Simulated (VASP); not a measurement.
# CdS (Greenockite): excitons from the Bethe-Salpeter equation, part 2 of 5

Aim: the optical spectrum of CdS (Greenockite) with the electron-hole interaction. The cell is of the wurtzite type, one of the forms listed for this formula. The start is a cell from a database of measured crystal structures.

VASP 6.6.1, plane waves and PAW; the level of theory is named at each step.

So far. Step 2 (Relaxation): At LDA, with these data sets, the largest force is down to 0.0011 eV/Å.

The database entry behind the starting cell differs from later determinations by our own check (about 0.35 % long), so it need not match the best structure at ambient conditions.

### 3. Ground state

This step: LDA; plane waves and PAW (Cd_GW, S_GW) (VASP 6.6.1).

The orbitals come from a self-consistent LDA run with a tight EDIFF and a narrow smearing. KPOINTS_OPT adds the bands along a path, which shows whether the mesh holds the band edges.

Contents of INCAR:

```
SYSTEM = CdS
PREC = Accurate
ENCUT = 300
EDIFF = 1E-08
NELM = 100
ISMEAR = 0
SIGMA = 0.01
LREAL = .FALSE.
ALGO = Normal
GGA = CA
NBANDS = 24
LORBIT = 11
LWAVE = .TRUE.
LCHARG = .FALSE.
KPAR = 8
```

Contents of POSCAR:

```
CdS
1.0
    4.1500000000      0.0000000000      0.0000000000
   -2.0750000000      3.5940054257      0.0000000000
    0.0000000000      0.0000000000      6.7370000000
Cd S
2 2
Direct
    0.6666666667      0.3333333333      0.4990251040
    0.3333333333      0.6666666667      0.9990251040
    0.6666666667      0.3333333333      0.8759748960
    0.3333333333      0.6666666667      0.3759748960
```

Contents of KPOINTS:

```
Automatic mesh
0
Gamma
6 6 4
0 0 0
```

Contents of KPOINTS_OPT:

```
Line mode
12
Line-mode
Reciprocal
  0.00000000   0.00000000   0.00000000 GAMMA
  0.50000000   0.00000000   0.00000000 M

  0.50000000   0.00000000   0.00000000 M
  0.33333333   0.33333333   0.00000000 K

  0.33333333   0.33333333   0.00000000 K
  0.00000000   0.00000000   0.00000000 GAMMA

  0.00000000   0.00000000   0.00000000 GAMMA
  0.00000000   0.00000000   0.50000000 A

  0.00000000   0.00000000   0.50000000 A
  0.50000000   0.00000000   0.50000000 L

  0.50000000   0.00000000   0.50000000 L
  0.33333333   0.33333333   0.50000000 H

  0.33333333   0.33333333   0.50000000 H
  0.00000000   0.00000000   0.50000000 A

  0.50000000   0.00000000   0.50000000 L
  0.50000000   0.00000000   0.00000000 M

  0.33333333   0.33333333   0.00000000 K
  0.33333333   0.33333333   0.50000000 H
```

PAW data sets: Cd_GW and S_GW (LDA family, release 64).

Started as:

```console
$ mpirun -np 8 vasp_std
```

The program printed:

```text
[banner, memory and clock lines left out]
running    8 mpi-ranks, on    1 nodes
 distrk:  each k-point on    1 cores,    8 groups
 distr:  one band on    1 cores,    1 groups

 POSCAR found type information on POSCAR CdS
 POSCAR found :  2 types and       4 ions
 [... a notice as in an earlier step ...]

 LDA part: xc-table for (Slater(with rela. corr.)+CA(PZ))
 , standard interpolation
 POSCAR, INCAR and KPOINTS ok, starting setup
 FFT: planning ... GRIDC
 FFT: planning ... GRID_SOFT
 FFT: planning ... GRID
 WAVECAR not read
 entering main loop
       N       E                     dE             d eps       ncg     rms          rms(c)
DAV:   1     0.171922423279E+03    0.17192E+03   -0.13058E+04  1096   0.916E+02
DAV:   2    -0.469192416923E+01   -0.17661E+03   -0.17139E+03  1424   0.309E+02
DAV:   3    -0.154699973344E+02   -0.10778E+02   -0.10722E+02  1568   0.741E+01
DAV:   4    -0.158899649573E+02   -0.41997E+00   -0.41977E+00  1656   0.141E+01
DAV:   5    -0.159130095472E+02   -0.23045E-01   -0.23044E-01  1680   0.290E+00    0.990E+00
DAV:   6    -0.149163106529E+02    0.99670E+00   -0.19500E+00  1336   0.146E+01    0.779E+00
DAV:   7    -0.148767829692E+02    0.39528E-01   -0.81360E-01  1320   0.527E+00    0.265E+00
DAV:   8    -0.148615176411E+02    0.15265E-01   -0.10282E-01  1336   0.278E+00    0.486E-01
DAV:   9    -0.148587346560E+02    0.27830E-02   -0.17242E-02  1464   0.156E+00    0.668E-02
DAV:  10    -0.148586881884E+02    0.46468E-04   -0.14276E-03  1560   0.390E-01    0.316E-02
DAV:  11    -0.148587160660E+02   -0.27878E-04   -0.19876E-04  1688   0.103E-01    0.823E-03
DAV:  12    -0.148587153597E+02    0.70627E-06   -0.32745E-05  1456   0.499E-02    0.710E-03
DAV:  13    -0.148587140703E+02    0.12895E-05   -0.74772E-06  1384   0.301E-02    0.172E-03
DAV:  14    -0.148587141326E+02   -0.62313E-07   -0.74661E-07  1400   0.525E-03    0.651E-04
DAV:  15    -0.148587141174E+02    0.15177E-07   -0.11539E-07  1576   0.332E-03    0.265E-04
DAV:  16    -0.148587141177E+02   -0.31196E-09   -0.12951E-08   976   0.116E-03
   1 F= -.14858714E+02 E0= -.14858714E+02  d E =-.478317E-49
 Start KPOINTS_OPT (optional k-point list driver)
k-point batch [1-21\108]
       N       E                     dE             ncg
DAV:   1     0.104470316283E+04   -0.11297E+05     1096
DAV:   2    -0.262137225452E+04   -0.36661E+04     1384
DAV:   3    -0.283614713997E+04   -0.21477E+03     1632
DAV:   4    -0.284337644554E+04   -0.72293E+01     1560
DAV:   5    -0.284390573282E+04   -0.52929E+00     1704
DAV:   6    -0.284393403230E+04   -0.28299E-01     1640
DAV:   7    -0.284393515771E+04   -0.11254E-02     1688
DAV:   8    -0.284393527039E+04   -0.11268E-03     1704
DAV:   9    -0.284393528198E+04   -0.11584E-04     1640
DAV:  10    -0.284393528318E+04   -0.12043E-05     1280
DAV:  11    -0.284393528329E+04   -0.11057E-06     1088
DAV:  12    -0.284393528330E+04   -0.74338E-08     1064
[...]
k-point batch [106-108\108]
       N       E                     dE             ncg
DAV:   1     0.158041133936E+05   -0.26750E+04      160
DAV:   2     0.153016932138E+05   -0.50242E+03      184
DAV:   3     0.152690727245E+05   -0.32620E+02      248
DAV:   4     0.152683573274E+05   -0.71540E+00      200
DAV:   5     0.152682930320E+05   -0.64295E-01      256
DAV:   6     0.152682872407E+05   -0.57913E-02      216
DAV:   7     0.152682871855E+05   -0.55278E-04      240
DAV:   8     0.152682871828E+05   -0.26810E-05      216
DAV:   9     0.152682871827E+05   -0.44027E-07      232
DAV:  10     0.152682871827E+05   -0.25721E-08      144
 writing wavefunctions
```

It took 43 s on 8 MPI ranks of AMD EPYC 7R43, shared host; peak memory 1.2 GiB; 5.5 min of CPU time.

From OUTCAR (step 3):

```text
 Found     21 irreducible k-points:

   k-points           NKPTS =     21   k-points in BZ     NKDIM =     21   number of bands    NBANDS=     24

   dimension x,y,z NGX =    24 NGY =   24 NGZ =   40
   dimension x,y,z NGXF=    48 NGYF=   48 NGZF=   80

   ENCUT  =  300.0 eV  22.05 Ry    4.70 a.u.   5.86  5.86  9.51*2*pi/ulx,y,z

   NELECT =      36.0000    total number of electrons

 E-fermi :   2.4032

 k-point     1 :       0.0000    0.0000    0.0000
  band No.  band energies     occupation
    ...
     14       1.5368      2.00000
     15       1.5368      2.00000
     16       2.2603      2.00000
     17       2.3011      2.00000
     18       2.3011      2.00000
     19       3.2334      0.00000
     20       4.8368      0.00000
     21       8.5729      0.00000
     22       8.5729      0.00000
     23       8.8998      0.00000
    ...

 k-point     2 :       0.1667   -0.0000    0.0000
  band No.  band energies     occupation
    ...
     14       0.5387      2.00000
     15       1.0404      2.00000
     16       1.2159      2.00000
     17       2.0567      2.00000
     18       2.1102      2.00000
     19       4.4327      0.00000
     20       5.7248      0.00000
     21       7.8379      0.00000
     22       8.9096      0.00000
     23       8.9429      0.00000
    ...

  Total       -2.1125474     -2.1125474     -2.0092375      0.0000000      0.0000000      0.0000000
  in kB      -33.6840007    -33.6840007    -32.0367523      0.0000000      0.0000000      0.0000000
  external PRESSURE =     -33.1349179 kB  Pullay stress =       0.0000000 kB

  energy-cutoff  :      300.00
  volume of cell :      100.48
      direct lattice vectors                 reciprocal lattice vectors
     4.150000000  0.000000000  0.000000000     0.240963855  0.139120547  0.000000000
    -2.075000000  3.594005426  0.000000000     0.000000000  0.278241094  0.000000000
     0.000000000  0.000000000  6.737000000     0.000000000  0.000000000  0.148434021

 POSITION                                       TOTAL-FORCE (eV/Angst)
 -----------------------------------------------------------------------------------
      2.07500      1.19800      3.36193        -0.000000      0.000000     -0.001908
     -0.00000      2.39600      6.73043         0.000000     -0.000000     -0.001908
      2.07500      1.19800      5.90144        -0.000000      0.000000      0.001908
     -0.00000      2.39600      2.53294         0.000000     -0.000000      0.001908
 -----------------------------------------------------------------------------------
    total drift:                               -0.000000     -0.000000      0.000321

  FREE ENERGIE OF THE ION-ELECTRON SYSTEM (eV)
  ---------------------------------------------------
  free  energy   TOTEN  =       -14.8587141177 eV

  energy  without entropy=      -14.8587141177  energy(sigma->0) =      -14.85871412

 total charge
# of ion       s       p       d       f       tot
--------------------------------------------------
    1        0.507   0.425   9.693   0.023  10.648
    2        0.507   0.425   9.693   0.023  10.648
    3        1.316   2.342   0.024   0.000   3.682
    4        1.316   2.342   0.024   0.000   3.682
--------------------------------------------------
tot          3.647   5.534  19.434   0.046  28.661

[... 3 parts as in an earlier step ...]

[... 7 further parts left out ...]
```

This step gave:

```yaml
free_energy_toten: -14.86 eV
fermi_energy: 2.403 eV
pressure: -3.313 GPa
least_gap_on_mesh_and_path: 0.9323 eV
least_direct_gap_on_mesh_and_path: 0.9323 eV
```

The highest empty bands on the path are converged less tightly, to about 0.1 eV. Electronic bands along the path, in eV, zero at the valence-band top; v1 is the highest filled band, c1 the lowest empty one:

```csv
point,v4,v3,v2,v1,c1,c2,c3,c4
Γ,-0.76,-0.04,0.00,0.00,0.93,2.54,6.27,6.27
0.45 of the way,-1.80,-1.29,-0.42,-0.33,2.61,3.73,5.32,6.30
M,-2.67,-1.89,-1.31,-0.76,3.50,3.66,4.91,6.17
0.45 of the way,-2.70,-2.18,-1.43,-1.17,4.04,4.39,4.77,6.18
K,-3.13,-1.86,-1.86,-1.66,4.45,4.91,4.91,6.90
0.45 of the way,-2.57,-1.86,-0.80,-0.72,3.41,4.47,5.37,5.44
Γ,-0.76,-0.04,0.00,0.00,0.93,2.54,6.27,6.27
0.45 of the way,-0.68,-0.68,-0.10,-0.10,1.77,2.60,6.15,6.33
A,-0.40,-0.40,-0.40,-0.40,2.61,2.61,5.94,5.94
0.55 of the way,-1.37,-1.37,-0.97,-0.97,3.59,3.59,5.21,5.21
L,-1.36,-1.36,-1.33,-1.33,3.25,3.25,5.19,5.19
0.45 of the way,-1.92,-1.92,-1.18,-1.18,3.73,3.73,5.46,5.46
H,-2.46,-2.46,-1.12,-1.12,4.19,4.19,5.88,5.88
0.45 of the way,-1.45,-1.45,-1.26,-1.26,3.98,3.98,5.26,5.26
A,-0.40,-0.40,-0.40,-0.40,2.61,2.61,5.94,5.94
jump to L,-1.36,-1.36,-1.33,-1.33,3.25,3.25,5.19,5.19
0.55 of the way,-2.24,-1.77,-1.14,-0.92,3.14,3.69,5.34,5.51
M,-2.67,-1.89,-1.31,-0.76,3.50,3.66,4.91,6.17
jump to K,-3.13,-1.86,-1.86,-1.66,4.45,4.91,4.91,6.90
0.45 of the way,-2.98,-1.88,-1.54,-1.54,4.64,4.64,4.82,6.59
H,-2.46,-2.46,-1.12,-1.12,4.19,4.19,5.88,5.88
```

Of the projections kept (Cd, S), the largest for each band there; the rest of the weight can lie on other orbitals:

```csv
point,v4,v3,v2,v1,c1,c2,c3,c4
Γ,S 0.74,S 0.78,S 0.77,S 0.77,Cd 0.56,Cd 0.69,Cd 0.77,Cd 0.77
M,S 0.67,S 0.74,S 0.70,S 0.75,Cd 0.56,Cd 0.72,Cd 0.50,S 0.60
K,S 0.70,S 0.69,S 0.69,S 0.69,Cd 0.68,S 0.52,S 0.52,S 0.73
Γ,S 0.74,S 0.78,S 0.77,S 0.77,Cd 0.56,Cd 0.69,Cd 0.77,Cd 0.77
A,S 0.75,S 0.75,S 0.75,S 0.75,Cd 0.54,Cd 0.54,S 0.51,S 0.51
L,S 0.73,S 0.73,S 0.73,S 0.73,Cd 0.66,Cd 0.66,Cd 0.64,Cd 0.64
```

The cell has a gap of 0.932 eV on mesh and path and a pressure of -3.3 GPa, which holds the misfit of the given cell and coordinates with this functional, and any error of cutoff, mesh and data sets. Spin-orbit coupling is left out, which can shift or reorder these edges.

### 4. Empty bands

ALGO = Exact makes the empty bands from the converged ground state in one step. LOPTICS writes the k-derivatives of the orbitals (WAVEDER), which give the long-wavelength limit of the screening.

Contents of INCAR:

```
SYSTEM = CdS
PREC = Accurate
ENCUT = 300
ISMEAR = 0
SIGMA = 0.01
LREAL = .FALSE.
GGA = CA
NBANDS = 232
ALGO = Exact
NELM = 1
LWAVE = .TRUE.
LCHARG = .FALSE.
LOPTICS = .TRUE.
NEDOS = 1000
CSHIFT = 0.1
```

POSCAR is that of step 3.

KPOINTS is that of step 3.

Started as:

```console
$ mpirun -np 8 vasp_std
```

The program printed:

```text
[banner, memory and clock lines left out]
running    8 mpi-ranks, on    1 nodes
 distrk:  each k-point on    8 cores,    1 groups
 distr:  one band on    1 cores,    8 groups

 POSCAR found type information on POSCAR CdS
 POSCAR found :  2 types and       4 ions
 [... a notice as in an earlier step ...]

 LDA part: xc-table for (Slater(with rela. corr.)+CA(PZ))
 , standard interpolation
 found WAVECAR, reading the header
  number of bands has changed, file:    24 present:   232
  trying to continue reading WAVECAR, but it might fail
 POSCAR, INCAR and KPOINTS ok, starting setup
 FFT: planning ... GRIDC
 FFT: planning ... GRID_SOFT
 FFT: planning ... GRID
 reading WAVECAR
 random initialization beyond band           24
 the WAVECAR file was read successfully
 initial charge from wavefunction
 entering main loop
       N       E                     dE             d eps       ncg     rms          rms(c)
DIA:   1    -0.148587141182E+02   -0.14859E+02    0.00000E+00     0   0.000E+00
   1 F= -.14858714E+02 E0= -.14858714E+02  d E =-.952059E-58
 writing wavefunctions
 optical routines
 imaginary and real dielectric function
 recalculating local potential from charge density
 direction            1
 direction            2
 direction            3
```

Elapsed: 34 s, on 8 MPI ranks; peak memory 1.6 GiB.

OUTCAR, selected parts (step 4):

```text
 Found     21 irreducible k-points:

   k-points           NKPTS =     21   k-points in BZ     NKDIM =     21   number of bands    NBANDS=    232

   NELECT =      36.0000    total number of electrons

 E-fermi :   2.4125

 k-point     3 :       0.3333    0.0000    0.0000
  band No.  band energies     occupation
    ...
     14      -0.7076      2.00000
     15      -0.2777      2.00000
     16       0.6611      2.00000
     17       1.4710      2.00000
     18       1.7270      2.00000
     19       5.5137      0.00000
     20       6.0801      0.00000
     21       7.4636      0.00000
     22       8.2922      0.00000
     23       9.2124      0.00000
    ...

  Total       -2.1119045     -2.1119045     -2.0085640      0.0000000      0.0000000      0.0000000
  in kB      -33.6737494    -33.6737494    -32.0260139      0.0000000      0.0000000      0.0000000
  external PRESSURE =     -33.1245042 kB  Pullay stress =       0.0000000 kB

 POSITION                                       TOTAL-FORCE (eV/Angst)
 -----------------------------------------------------------------------------------
      2.07500      1.19800      3.36193         0.000000     -0.000000     -0.001874
     -0.00000      2.39600      6.73043        -0.000000      0.000000     -0.001874
      2.07500      1.19800      5.90144         0.000000     -0.000000      0.001874
     -0.00000      2.39600      2.53294        -0.000000      0.000000      0.001874
 -----------------------------------------------------------------------------------
    total drift:                               -0.000000     -0.000000      0.000475

  FREE ENERGIE OF THE ION-ELECTRON SYSTEM (eV)
  ---------------------------------------------------
  free  energy   TOTEN  =       -14.8587141182 eV

  energy  without entropy=      -14.8587141182  energy(sigma->0) =      -14.85871412

 plasma frequency squared (from intraband transitions) (eV^2)
  --------------------------------------------------------------------------------------
       0.000       0.000       0.000
       0.000       0.000       0.000
       0.000       0.000       0.000

[... 13 parts as in an earlier step ...]

[... 1 further part left out ...]
```

The gap is read on the k-mesh alone, so it is an upper bound where the band edges lie off the mesh.

Numbers from this step:

* gap on the k-mesh: 0.9323 eV
* least direct gap on the k-mesh: 0.9323 eV

WAVECAR now holds 232 bands for 36 electrons. Its independent-particle dielectric tensor has xx, yy, zz = 8.4, 8.4, 8.2 on this mesh, which isn't tested for convergence in mesh or bands and lacks local fields.

[end of part 2 of 5]

[Lines on the potential files, build, host, timing and source positions are cut from VASP's logs without a mark.]

[Logs are printed without paths, hosts, clocks, repeated set-up lines and the standing remarks that a program may print on its own settings, such as how far it seeks lower states.]

[Hosts, paths, dates, database ids (printed as entryN), source tags and the programs' standing remarks are cut or masked in the printed files.]

[Pressures printed for these runs are not shown converged in the cutoff: they can be off by several GPa and have the wrong sign.]
